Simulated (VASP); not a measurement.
ZnHg3:

```
Zn Hg
1.0
     0.00000    3.70851    3.70851
     3.70851    0.00000    3.70851
     3.70851    3.70851    0.00000
Zn Hg
1 3
Direct
  0.00000 0.00000 0.00000
  0.25000 0.25000 0.25000
  0.75000 0.75000 0.75000
  0.50000 0.50000 0.50000
```

The cell comes from a database or a generator and needn't be the stable form of this composition.

| Property | Result |
| --- | --- |
| Program | VASP 6.6.1 |
| Task | relaxation of cell and atoms |
| Functional | PBEsol |
| Potentials or basis | VASP PAW PBE potentials, release 64 (Zn, Hg) |
| Cutoff | 600 eV |
| k mesh | 5 × 5 × 5 |
| Occupations | fermi-dirac, width 0.02 eV |
| Spin | no spin polarisation |

At the start: pressure -3.3 GPa; volume 25.50 Å³/atom.

Q: How do energy, volume and symmetry change on relaxing?

A: Over 4 steps the energy falls by 45.6 meV/atom and the volume is 22.29 Å³/atom (-12.6 %); space group Fm-3m (No. 225, to 0.05 Å).

The path:
| step | energy change (eV) | largest force (eV/Å) | pressure (GPa) | volume (Å³) |
| --- | --- | --- | --- | --- |
| 1 | 0.0000 | 0.0000 | -3.35 | 102.01 |
| 2 | -0.1422 | 0.0000 | -2.32 | 94.34 |
| 3 | -0.1822 | 0.0000 | 0.20 | 88.77 |
| 4 | -0.1825 | 0.0000 | -0.01 | 89.17 |

Final structure:
```yaml
crystal:
  lattice:
    - [0.00000, 3.54596, 3.54596]
    - [3.54596, 0.00000, 3.54596]
    - [3.54596, 3.54596, 0.00000]
  atoms:
    - { symbol: Zn, position: [0.00000, 0.00000, 0.00000] }
    - { symbol: Hg, position: [0.25000, 0.25000, 0.25000] }
    - { symbol: Hg, position: [0.75000, 0.75000, 0.75000] }
    - { symbol: Hg, position: [0.50000, 0.50000, 0.50000] }
```

Caveat: the PAW data sets were made with another functional, which shifts forces and pressure a little.
